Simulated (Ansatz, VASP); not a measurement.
# Sb2Te2Pt: VASP beside Ansatz, part 2 of 2

One calculation is typed for both programs; each brings its own data sets. How far apart do they land? Of the first pair: The structure shown is the start of the Ansatz relaxation below; VASP solves that cell, so the two are compared at the walk's first step.

VASP 6.6.1 and Ansatz 0.2.0.

So far: The starting structure; Ansatz: relaxation, PBEsol with D3(BJ); VASP: single point, PBEsol with D3(BJ), start cell, pair 1.

### 4. Side by side

Known differences besides the potentials themselves: Ansatz cuts the interaction across the vacuum, VASP repeats the sheet with a dipole correction; the data sets hold 80 valence electrons in Ansatz (on its PAW soft_1 files) and 32 in VASP; the cutoff is 420 eV in Ansatz and 400 eV in VASP; Ansatz makes its cores anew for this functional, VASP keeps those of its PBE data sets. Total energies have different zeros and are not compared.

Forces (eV/Å; atoms numbered as in POSCAR):

```csv
atom,"Ansatz x, y, z","VASP x, y, z"
Pt1,"0.000, 0.000, 0.141","0.000, 0.000, 0.142"
Te2,"0.000, 0.000, -0.515","0.000, 0.000, -0.517"
Te3,"0.000, 0.000, 0.712","0.000, 0.000, 0.716"
Sb4,"0.000, 0.000, -0.266","0.000, 0.000, -0.161"
Sb5,"0.000, 0.000, -0.073","0.000, 0.000, -0.181"
```

The forces differ by 39 meV/Å r.m.s., which is 16.3 % of the r.m.s. force of 0.239 eV/Å (both taken over all components). With vacuum in the cell, a pressure given here is an average over mostly empty space and none of the material.

### 5. Ansatz: relaxation, PBEsol with D3(BJ)

This run makes the geometry at which the two programs are then compared.

The structure compared here is the end of the Ansatz relaxation.

input.yaml reads:

```yaml
crystal:
  lattice:
    - [4.07, 0.0, 0.0]
    - [-2.035, 3.5247233934, 0.0]
    - [0.0, 0.0, 42.6]
  atoms:
    - { symbol: Pt, position: [0.0, 0.0, 0.4420187793] }
    - { symbol: Te, position: [0.3333333333, 0.6666666667, 0.4746478873] }
    - { symbol: Te, position: [0.6666666667, 0.3333333333, 0.4093896714] }
    - { symbol: Sb, position: [0.3333333333, 0.6666666667, 0.5906103286] }
    - { symbol: Sb, position: [0.6666666667, 0.3333333333, 0.552112676] }
  periodic: [true, true, false]
kpoints:
  mp_grid: { grid: [6, 6, 1] }
hamiltonian:
  xc: pbesol
  dispersion: d3bj
  pseudopotentials: { kind: paw, azcp: { folder: soft_1 }, xc_functional: pbe }
scf:
  occupations: { method: fermi_dirac, width: 0.02 }
relax:
  f_tol: 0.01
  max_steps: 100
  cell: {}
```

Command:

```console
> ansatz run input.yaml --threads 8 --pin off --max-ram 17510MiB --backend cpu --events-out ev --progress --plain --runs-dir out
```

Numbers of over 12 decimals in the logs are rounded to 6 here.

What it wrote:

```text
[...]
Crystal: 5 atoms, lattice volume = 611.124 Å³
Basis set: ecut = 420 eV, 11927 PW (Γ), exchange–correlation on 60×60×576 points (8 copies of the dense FFT grid, shifted against one another)
Bands: 48, of which v1, the nominal top of the filled ones, is band 40 counted from 1 (39 counted from 0)
Symmetry: 6 space group operations
[...]
k-points: 7 of 36 (time reversal used)
[...]
cell:  # Å, volume = 587.1597 Å³
    - [3.989404, 0, 0]
    - [-1.994702, 3.454925, 0]
    - [0, 0, 42.6]
  atoms:
    - { symbol: Pt, position: [-8.773021413005737e-18, 3.509208565202294e-18, 0.449865] }
    - { symbol: Te, position: [0.333333, 0.666667, 0.481471] }
    - { symbol: Te, position: [0.666667, 0.333333, 0.417714] }
    - { symbol: Sb, position: [0.333333, 0.666667, 0.579335] }
    - { symbol: Sb, position: [0.666667, 0.333333, 0.540395] }
[key lines of the parts left out:]
SCF converged after 9 iterations
Free energy (F): -39007.468659 eV
Fermi energy:    -4.144595 eV
P = ½ c Tr σ = 0.0021 N/m
```

### 6. VASP: single point, PBEsol with D3(BJ), relaxed cell, pair 2

The same cell, functional, mesh and smearing now go to VASP, with its own data sets.

INCAR reads:

```
SYSTEM = Sb2Te2Pt
PREC = Accurate
ENCUT = 400
EDIFF = 1E-06
NELM = 120
ISMEAR = -1
SIGMA = 0.02
LREAL = .FALSE.
ALGO = Normal
GGA = PS
IVDW = 12
NBANDS = 22
LASPH = .TRUE.
LORBIT = 11
LWAVE = .FALSE.
LCHARG = .FALSE.
ISIF = 2
LDIPOL = .TRUE.
IDIPOL = 3
DIPOL = 0.5 0.5 0.493
LVHAR = .TRUE.
GGA_COMPAT = .FALSE.
EFERMI = MIDGAP
NELMDL = -8
KPAR = 2
```

POSCAR reads:

```
Sb2Te2Pt
1.0
    3.9894037117      0.0000000000      0.0000000000
   -1.9947018558      3.4549249603      0.0000000000
    0.0000000000      0.0000000000     42.6000000000
Pt Te Sb
1 2 2
Direct
    0.0000000000      0.0000000000      0.4498645507
    0.3333333333      0.6666666667      0.4814706404
    0.6666666667      0.3333333333      0.4177137666
    0.3333333333      0.6666666667      0.5793354102
    0.6666666667      0.3333333333      0.5403949747
```

KPOINTS reads:

```
Automatic mesh
0
Gamma
6 6 1
0 0 0
```

Potentials, in the order of the species: Pt, Te and Sb (PBE family, release 64).

Command:

```console
> mpirun -np 2 vasp_std
```

What it wrote:

```text
[banner, memory and clock lines left out]
running    2 mpi-ranks, on    1 nodes
[...]
[... a notice as in an earlier step ...]

 LDA part: xc-table for (Slater+PW92), standard interpolation
 POSCAR, INCAR and KPOINTS ok, starting setup
[...]
entering main loop
       N       E                     dE             d eps       ncg     rms          rms(c)
DAV:   1     0.223753365206E+03    0.22375E+03   -0.81275E+03   308   0.819E+02
DAV:   2     0.810287680370E+01   -0.21565E+03   -0.20505E+03   462   0.157E+02
DAV:   3    -0.231989729953E+02   -0.31302E+02   -0.30180E+02   374   0.699E+01
DAV:   4    -0.244297933653E+02   -0.12308E+01   -0.12191E+01   440   0.158E+01
[...]
DAV:  27    -0.238422907191E+02   -0.28285E-05   -0.39794E-08   232   0.937E-04    0.131E-03
DAV:  28    -0.238422938911E+02   -0.31720E-05   -0.11016E-07   252   0.853E-04    0.122E-03
DAV:  29    -0.238422948019E+02   -0.91074E-06   -0.18437E-08   226   0.493E-04
   1 F= -.25689771E+02 E0= -.25689766E+02  d E =-.840998E-05
```

OUTCAR, selected parts (step 6):

```text
 Edisp (eV)   -1.84748

  Total       0.05530     0.05530     0.12154     0.00000     0.00000     0.00000
  in kB       0.15089     0.15089     0.33164     0.00000     0.00000     0.00000
  external pressure =        0.21 kB  Pullay stress =        0.00 kB

 POSITION                                       TOTAL-FORCE (eV/Angst)
 -----------------------------------------------------------------------------------
      0.00000      0.00000     19.16423         0.000000     -0.000000      0.002352
     -0.00000      2.30328     20.51065         0.000000      0.000000      0.007527
      1.99470      1.15164     17.79461        -0.000000     -0.000000     -0.001287
     -0.00000      2.30328     24.67969         0.000000     -0.000000      0.102479
      1.99470      1.15164     23.02083         0.000000     -0.000000     -0.111072
 -----------------------------------------------------------------------------------
    total drift:                                0.000000     -0.000000      0.000209

  FREE ENERGIE OF THE ION-ELECTRON SYSTEM (eV)
  ---------------------------------------------------
  free  energy   TOTEN  =       -25.6897705983 eV

  energy  without entropy=      -25.6897621883  energy(sigma->0) =      -25.68976639

[... 1 part as in an earlier step ...]

[... 2 further parts left out ...]
[key lines of the parts left out:]
E-fermi :  -1.3872
```

### 7. Comparison

What differs besides the data sets and the points named for the pairs above, as far as they apply: the data sets hold 80 valence electrons in Ansatz (on its PAW soft_1 files) and 32 in VASP. Total energies have different zeros and are not compared.

The two programs side by side:

```
              quantity  Ansatz   VASP  difference
gap on the k mesh (eV)   0.367  0.354      +0.013
```

Forces (eV/Å; atoms numbered as in POSCAR):

```
atom       Ansatz x, y, z          VASP x, y, z
 Pt1  0.000, 0.000, 0.000   0.000, 0.000, 0.002
 Te2  0.000, 0.000, 0.000   0.000, 0.000, 0.008
 Te3  0.000, 0.000, 0.000  0.000, 0.000, -0.001
 Sb4  0.000, 0.000, 0.000   0.000, 0.000, 0.102
 Sb5  0.000, 0.000, 0.000  0.000, 0.000, -0.111
```

The forces differ by 39 meV/Å r.m.s., where the r.m.s. force is 0.000 eV/Å in Ansatz and 0.039 eV/Å in VASP: the atoms lie near their places of rest in Ansatz, so a percentage would say little (all taken over all components). A gap on the mesh is an upper bound, since the band edges may lie between its points; neither run holds spin-orbit coupling, which can move the band edges of a compound of Pt. With vacuum in the cell, a pressure given here is an average over mostly empty space and none of the material.

### 8. What came out

| Quantity | Value |
| --- | --- |
| r.m.s. force difference (single point, PBEsol with D3(BJ), start cell, pair 1) | 16 % of the r.m.s. force |
| r.m.s. force difference (single point, PBEsol with D3(BJ), relaxed cell, pair 2) | 39 meV/Å |

What this shows: The r.m.s. force difference is 16 % of the r.m.s. force (single point, PBEsol with D3(BJ), start cell, pair 1), beyond the 3 % picked in this series as the mark of a large difference. The data sets hold unlike numbers of valence electrons (80 in Ansatz and 32 in VASP), so part of the differences comes from the potentials. What causes the difference of the single point, PBEsol with D3(BJ), start cell, pair 1 pair stays open here. What causes the difference of the single point, PBEsol with D3(BJ), relaxed cell, pair 2 pair stays open here. How closely two codes agree says nothing of how well the functional describes the real material.

[Lines on the potential files, build, host, timing and source positions are cut from VASP's logs without a mark.]

[Logs are printed without paths, hosts, clocks, repeated set-up lines and the standing remarks that a program may print on its own settings, such as how far it seeks lower states.]

[Hosts, paths, dates, database ids (printed as entryN), source tags and the programs' standing remarks are cut or masked in the printed files.]
